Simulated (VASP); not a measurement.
Given:

```
CELL_PARAMETERS angstrom
      4.36551    -2.30005     0.05111
      4.36551     2.30005     0.05111
      3.10943     0.00000     3.83171
ATOMIC_POSITIONS crystal
  Bi 0.23197 0.23197 0.23197
  Bi 0.76803 0.76803 0.76803
```

The numbers are results of revPBE GGA, VASP's PBE PAW potentials (set 64) (plane waves; VASP), not measurements. Settings: 520 eV cut-off, 9×9×9 Γ-centred mesh, first-order Methfessel-Paxton smearing of 0.10 eV, potentials Bi_d.

Predict the energy per atom (σ→0).

| Quantity | Value |
|---|---|
| energy per atom (σ→0) | -3577 meV/atom |

The absolute energy has meaning only against runs of the same code, potentials and settings.

The compound is Bi in the a7 structure. It was relaxed first, which changed the volume by +8 %. The start is the result of an earlier pass.
